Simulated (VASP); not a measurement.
Data:

```
CELL_PARAMETERS angstrom
      0.00000     2.63160     2.63160
      2.63160     0.00000     2.63160
      2.63160     2.63160     0.00000
ATOMIC_POSITIONS crystal
  Sr 0.00000 0.00000 0.00000
  O  0.50000 0.50000 0.50000
```

All values below come from PBE GGA, VASP's PBE PAW potentials (set 64) (plane waves; VASP). Numerical set-up: 520 eV cut-off, 7×7×7 Γ-centred mesh, Gaussian smearing of 0.050 eV, potentials Sr_sv O.

Q: What does the run give for the energy per atom (σ→0), pressure?

A: 
The energy per atom (σ→0) is -6.023 eV/atom and the pressure comes out as -2.61 GPa.

Total energies compare only between runs with the same potentials, cut-off and functional.

The compound is SrO in the rock salt structure. The cell was not relaxed at this level.
